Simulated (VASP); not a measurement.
A VASP calculation is set up with these files.

### KPOINTS
```
Automatic mesh
0
Gamma
6 6 6
0 0 0
```

**POSCAR**
```
CeO2
1.0
  0.0000000000   2.7340942478   2.7340942478
  2.7340942478   0.0000000000   2.7340942478
  2.7340942478   2.7340942478   0.0000000000
Ce O
1 2
Cartesian
  0.0000000000   0.0000000000   0.0000000000
  1.3670471239   1.3670471239   1.3670471239
  4.1011413717   4.1011413717   4.1011413717
```

### INCAR
```
ALGO  =  Normal
EDIFF  =  1E-6
EDIFFG  =  -0.02
ENCUT  =  520
GGA  =  PE
IBRION  =  2
ISIF  =  3
ISMEAR  =  0
LASPH  =  .TRUE.
LCHARG  =  .FALSE.
LMAXMIX  =  6
LREAL  =  .FALSE.
LWAVE  =  .FALSE.
NELM  =  100
NSW  =  60
PREC  =  Accurate
SIGMA  =  0.05
SYSTEM  =  CeO2
```

POTCAR, in this order: Ce O (PBE.64 set). Program: vasp_std.

Task: Write an equivalent input for Ansatz.

Result: One equivalent input (not run):
Ansatz 0.2 input:
```yaml
crystal:
  lattice:
    - [0.0000000, 2.7340942, 2.7340942]
    - [2.7340942, 0.0000000, 2.7340942]
    - [2.7340942, 2.7340942, 0.0000000]
  atoms:
    - { symbol: Ce, position: [0.0000000, 0.0000000, 0.0000000] }
    - { symbol: O, position: [0.2500000, 0.2500000, 0.2500000] }
    - { symbol: O, position: [0.7500000, 0.7500000, 0.7500000] }
kpoints:
  mp_grid: { grid: [6, 6, 6] }
hamiltonian:
  xc: pbe
  pseudopotentials: { kind: paw }
scf:
  occupations: { method: gaussian, width: 0.05 }
  max_iter: 100
relax:
  max_steps: 60
  f_tol: 0.02
  cell: {}
output: { forces: true, stress: true, eigenvalues: true }
```
The two are equivalent in intent, not identical: each code has its own PAW files, so the cut-off isn't converted (ENCUT is set for VASP's; basis.ecutwfc is left out, and Ansatz then takes the one that its files recommend); Ansatz stops its SCF on the density residual and VASP on the energy change (EDIFF).

The compound is CeO2 in the fluorite structure. This run relaxes it. Symmetry was kept, so distortions that lower it aren't found. The start is the result of an earlier pass.
